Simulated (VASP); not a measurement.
Input for VASP

KPOINTS:
```
K-points
0
Gamma
 7 7 7
0 0 0
```

### INCAR
```
SYSTEM=V3Si
PREC=Accurate; ENCUT=500; LREAL=.FALSE.
LASPH=.TRUE.
EDIFF=1E-6; NELM=100; ALGO=Normal
LMAXMIX=4
ISMEAR=1; SIGMA=0.1
GGA=PS
IBRION=2; NSW=40; ISIF=3
EDIFFG=-0.02; PSTRESS=300
LWAVE=.FALSE.; LCHARG=.FALSE.
```

### POSCAR
```
V3Si
1.0
  4.5265472784   0.0000000000   0.0000000000
  0.0000000000   4.5265472784   0.0000000000
  0.0000000000   0.0000000000   4.5265472784
V Si
6 2
Cartesian
  1.1316368196   0.0000000000   2.2632736392
  2.2632736392   1.1316368196   0.0000000000
  2.2632736392   3.3949104588   0.0000000000
  3.3949104588   0.0000000000   2.2632736392
  0.0000000000   2.2632736392   3.3949104588
  0.0000000000   2.2632736392   1.1316368196
  2.2632736392   2.2632736392   2.2632736392
  0.0000000000   0.0000000000   0.0000000000
```

POTCAR, in this order: V_sv Si (PBE.64 set). Program: vasp_std.

Q: Translate this PBEsol calculation to Quantum ESPRESSO's pw.x.

A: One equivalent input (not run):
```
&CONTROL
  calculation = 'vc-relax'
  pseudo_dir = './pseudo'
  outdir = './out'
  tprnfor = .true.
  tstress = .true.
  nstep = 40
  forc_conv_thr = 0.00078
/
&SYSTEM
  ibrav = 0
  nat = 8
  ntyp = 2
  ecutwfc = 84
  occupations = 'smearing'
  smearing = 'methfessel-paxton'
  degauss = 0.00735
  input_dft = 'pbesol'
/
&ELECTRONS
  conv_thr = 7.3e-08
  electron_maxstep = 100
/
&IONS
/
&CELL
  press = 300
/
ATOMIC_SPECIES
  V 50.941 V.upf
  Si 28.085 Si.upf
CELL_PARAMETERS angstrom
     4.5265473   -0.0000000   -0.0000000
     0.0000000    4.5265473   -0.0000000
     0.0000000   -0.0000000    4.5265473
ATOMIC_POSITIONS crystal
  V    0.2500000  0.0000000  0.5000000
  V    0.5000000  0.2500000  0.0000000
  V    0.5000000  0.7500000  0.0000000
  V    0.7500000  0.0000000  0.5000000
  V    0.0000000  0.5000000  0.7500000
  V    0.0000000  0.5000000  0.2500000
  Si   0.5000000  0.5000000  0.5000000
  Si   0.0000000  0.0000000  0.0000000
K_POINTS automatic
  7 7 7 0 0 0
```
Limits of the translation: the potentials are each code's own (VASP's PAW set, PseudoDojo norm-conserving files in pw.x), so ENCUT and ecutwfc are chosen apart and not converted; conv_thr bounds pw.x's estimated SCF error, while EDIFF bounds the energy change between steps; forc_conv_thr acts on force components and is met together with etot_conv_thr.

The compound is V3Si in the A15 structure. This run relaxes it under an external pressure of 30 GPa. Symmetry was kept, so distortions that lower it aren't found.
